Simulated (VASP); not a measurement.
Here is the system:

```
TiN
1.0
    0.00000     2.14099     2.14099
    2.14099     0.00000     2.14099
    2.14099     2.14099     0.00000
Ti N
1 1
Direct
  0.00000   0.00000   0.00000
  0.50000   0.50000   0.50000
```

All values below come from r2SCAN meta-GGA, VASP's PBE PAW potentials (set 64) (plane waves; VASP). Run with 520 eV cut-off, 15×15×15 Γ-centred mesh, first-order Methfessel-Paxton smearing of 0.10 eV, potentials Ti_sv N.

Give the stress tensor in GPa (positive for a compressed cell).

```
-8.24   0.00   0.00
 0.00  -8.24   0.00
 0.00   0.00  -8.24
```
The pressure is its mean diagonal, -8.24 GPa.

The compound is TiN in the rock salt structure. This cell is one point of a volume scan, at 1.03 of the reference volume. The electron count is odd and the run is not spin-polarised, which forces a metal.
